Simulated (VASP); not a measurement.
```
CELL_PARAMETERS angstrom
      0.00000     2.18618     2.18618
      2.18618     0.00000     2.18618
      2.18618     2.18618     0.00000
ATOMIC_POSITIONS crystal
  Si 0.00000 0.00000 0.00000
  C  0.25000 0.25000 0.25000
```

Computed with rev-vdW-DF2, VASP's PBE PAW potentials (set 64) (plane waves; VASP 6.6.1). Run with 520 eV cut-off, Gaussian smearing of 0.050 eV, potentials Si C.

**Question.** Give the energies of bands 2 to 6 at the high-symmetry points, in eV from the valence-band maximum.

**Answer.** 
| band | Γ | X | U | L | W |
|---|---|---|---|---|---|
| 2 | 0.00 | -7.75 | -7.23 | -8.46 | -6.99 |
| 3 | 0.00 | -3.16 | -5.48 | -1.05 | -4.93 |
| 4 | 0.00 | -3.16 | -2.58 | -1.05 | -4.64 |
| 5 | 6.16 | 1.41 | 3.13 | 5.37 | 5.21 |
| 6 | 7.24 | 4.30 | 7.72 | 7.20 | 9.35 |

The gap is indirect, 1.41 eV, from the valence maximum at Γ to the conduction minimum at X.

Measured: gap 2.53 eV (computed value off by -1.12 eV), as given by Wei Chen et al., Physical Review Materials (2018), doi:10.1103/physrevmaterials.2.073803 [zero-point renormalisation of 0.11 eV added back (the table's ZPR column)].

The compound is SiC in the zinc blende structure. It was relaxed first.
